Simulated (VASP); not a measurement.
A VASP calculation is set up with these files.

**POSCAR**
```
ZnS
1.0
  1.9097335879  -3.3077555607   0.0000000000
  1.9097335879   3.3077555607   0.0000000000
  0.0000000000   0.0000000000   6.2624326114
Zn S
2 2
Cart
  1.9097335879  -1.1025873921   3.1326320012
  1.9097335879   1.1025873921   0.0014156955
  1.9097335879  -1.1025873921   5.4782128394
  1.9097335879   1.1025873921   2.3469965337
```

INCAR:
```
NELM = 100   # most electronic steps
LREAL = .False.
ISIF = 3
EDIFF = 1E-6
PARAM2 = 1.0
LWAVE = .False.
PREC = Accurate
PARAM1 = 0.1234
SIGMA = 0.05
EDIFFG = -0.02   # ionic stop
LUSE_VDW = .True.
GGA = MK
LMAXMIX = 4
IBRION = 2   # conjugate gradients
AGGAC = 0.0
ALGO = Normal   # blocked Davidson
ISMEAR = 0
NSW = 60   # most ionic steps
ENCUT = 520   # plane-wave cut-off (eV)
LASPH = .True.
SYSTEM = ZnS
LCHARG = .False.
```

### KPOINTS
```
Automatic
0
Gamma
 6 6 3
0 0 0
```

POTCAR, in this order: Zn S (PBE.64 set). Program: vasp_std.

Write an equivalent input for Quantum ESPRESSO's pw.x.

One equivalent input (not run):
```
&CONTROL
  calculation = 'vc-relax'
  pseudo_dir = './pseudo'
  outdir = './out'
  tprnfor = .true.
  tstress = .true.
  nstep = 60
  forc_conv_thr = 0.00078
/
&SYSTEM
  ibrav = 0
  nat = 4
  ntyp = 2
  ecutwfc = 84
  occupations = 'smearing'
  smearing = 'gaussian'
  degauss = 0.003675
  input_dft = 'vdw-df-ob86'
/
&ELECTRONS
  conv_thr = 7.3e-08
  electron_maxstep = 100
/
&IONS
/
&CELL
/
ATOMIC_SPECIES
  Zn 65.380 Zn.upf
  S 32.060 S.upf
CELL_PARAMETERS angstrom
     1.9097336   -3.3077556    0.0000000
     1.9097336    3.3077556   -0.0000000
     0.0000000   -0.0000000    6.2624326
ATOMIC_POSITIONS crystal
  Zn   0.6666670  0.3333330  0.5002261
  Zn   0.3333330  0.6666670  0.0002261
  S    0.6666670  0.3333330  0.8747739
  S    0.3333330  0.6666670  0.3747739
K_POINTS automatic
  6 6 3 0 0 0
```
Limits of the translation: the potentials are each code's own (VASP's PAW set, PseudoDojo norm-conserving files in pw.x), so ENCUT and ecutwfc are chosen apart and not converted; conv_thr bounds pw.x's estimated SCF error, while EDIFF bounds the energy change between steps; forc_conv_thr acts on force components and is met together with etot_conv_thr.

The compound is ZnS in the wurtzite structure, the high-temperature form. It was relaxed first. The start is the result of an earlier pass.
